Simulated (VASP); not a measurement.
Output of a VASP run:

### OSZICAR
```
       N       E                     dE             d eps       ncg     rms          rms(c)
DAV:   1     0.515599484613E+02    0.51560E+02   -0.76006E+03  1536   0.119E+03
DAV:   2    -0.315685820415E+02   -0.83129E+02   -0.76339E+02  2204   0.225E+02
DAV:   3    -0.357225908882E+02   -0.41540E+01   -0.41347E+01  2020   0.552E+01
DAV:   4    -0.357581608416E+02   -0.35570E-01   -0.35553E-01  1760   0.585E+00
DAV:   5    -0.357586526623E+02   -0.49182E-03   -0.49180E-03  1972   0.705E-01    0.117E+01
DAV:   6    -0.313755397395E+02    0.43831E+01   -0.15408E+01  1856   0.298E+01    0.427E+00
DAV:   7    -0.313478375234E+02    0.27702E-01   -0.56514E-01  1680   0.596E+00    0.284E+00
DAV:   8    -0.313164193430E+02    0.31418E-01   -0.75668E-02  1776   0.285E+00    0.446E-01
DAV:   9    -0.313121805148E+02    0.42388E-02   -0.16767E-02  1948   0.965E-01    0.237E-01
DAV:  10    -0.313124697268E+02   -0.28921E-03   -0.11459E-03  1768   0.266E-01    0.140E-01
DAV:  11    -0.313124155422E+02    0.54185E-04   -0.13171E-04  1808   0.932E-02    0.294E-02
DAV:  12    -0.313124150888E+02    0.45343E-06   -0.26012E-06  1804   0.174E-02    0.501E-03
DAV:  13    -0.313124145208E+02    0.56797E-06   -0.35740E-06  1848   0.144E-02    0.355E-03
DAV:  14    -0.313124145054E+02    0.15456E-07   -0.13440E-07   976   0.351E-03
   1 F= -.31312415E+02 E0= -.31312415E+02  d E =0.000000E+00
```

**OUTCAR**
```
------------------------ aborting loop because EDIFF is reached ----------------------------------------
  FORCE on cell =-STRESS in cart. coord.  units (eV):
  Direction    XX          YY          ZZ          XY          YZ          ZX
  --------------------------------------------------------------------------------------
  Total       -0.0017311     -0.0017311      0.0019105      0.0000000      0.0000000      0.0000000
  in kB       -0.0662859     -0.0662859      0.0731535      0.0000000      0.0000000      0.0000000
  external PRESSURE =      -0.0198061 kB  Pullay stress =       0.0000000 kB
  volume of cell :       41.84
      direct lattice vectors                 reciprocal lattice vectors
     1.556819469 -2.696490413  0.000000000     0.321167618 -0.185426211  0.000000000
     1.556819469  2.696490413  0.000000000     0.321167618  0.185426211  0.000000000
     0.000000000  0.000000000  4.983639573     0.000000000  0.000000000  0.200656565
  FREE ENERGIE OF THE ION-ELECTRON SYSTEM (eV)
  ---------------------------------------------------
  free  energy   TOTEN  =       -31.3124145054 eV

  energy  without entropy=      -31.3124145054  energy(sigma->0) =      -31.31241451

 total charge

# of ion       s       p       d       tot
------------------------------------------
    1        0.369   0.441   0.000   0.810
    2        0.369   0.441   0.000   0.810
    3        1.217   2.626   0.000   3.843
    4        1.217   2.626   0.000   3.843
--------------------------------------------------
tot          3.172   6.135   0.000   9.307
```
(Selected blocks of OUTCAR.)

**POSCAR**
```
AlN
1
    1.5568194692    -2.6964904130     0.0000000000
    1.5568194692     2.6964904130     0.0000000000
    0.0000000000     0.0000000000     4.9836395732
Al N
2 2
Direct
  0.6666670000   0.3333330000   0.5000300776
  0.3333330000   0.6666670000   0.0000300776
  0.6666670000   0.3333330000   0.8819699224
  0.3333330000   0.6666670000   0.3819699224
```

Problem. Reconstruct the remaining input files.

Solution. One answer among several that fit: the input of the run itself, PBEsol GGA, plane waves, VASP's PBE PAW potentials (set 64).

INCAR:
```
SYSTEM=AlN
PREC=Accurate; ENCUT=520; LREAL=.False.
LASPH=.True.
EDIFF=1E-7; NELM=100; ALGO=Normal
ISMEAR=-5
GGA=PS
ISIF=2
LWAVE=.False.; LCHARG=.True.; LORBIT=11
NEDOS=601
```

**KPOINTS**
```
kpoints
0
gamma
 11 11 6
0 0 0
```

POTCAR, in this order: Al N (PBE.64 set). Program: vasp_std.

The compound is AlN in the wurtzite structure. It was relaxed first.
